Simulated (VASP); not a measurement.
Input:

```xyz
3
Lattice="1.7308 -2.9978 0.0000 1.7308 2.9978 0.0000 0.0000 0.0000 5.5929" Properties=species:S:1:pos:R:3 pbc="T T T"
Pt     0.0000     0.0000     0.0000
S      1.7308     0.9993     1.2013
S      1.7308    -0.9993     4.3916
```

Level of theory: MS2 meta-GGA, VASP's PBE PAW potentials (set 64) (plane waves; VASP). Run with 520 eV cut-off, 7×7×4 Γ-centred mesh, Gaussian smearing of 0.050 eV, potentials Pt S.

The ions and cell shape at fixed volume are relaxed. Give the cell that the relaxation ends in.

```xyz
3
Lattice="1.7649 -3.0568 0.0000 1.7649 3.0568 0.0000 0.0000 0.0000 5.3790" Properties=species:S:1:pos:R:3 pbc="T T T"
Pt     0.0000     0.0000     0.0000
S      1.7649     1.0189     1.2230
S      1.7649    -1.0189     4.1560
```
Space group P-3m1 (164), at a tolerance of 0.03 Å.

How much energy does the relaxation gain?

The energy (σ→0) changes by -29.3 meV/atom, in 6 ionic steps.

The compound is PtS2 in the 1T layered structure. This cell is one point of a volume scan, at 0.94 of the reference volume. Symmetry was kept, so distortions that lower it aren't found.
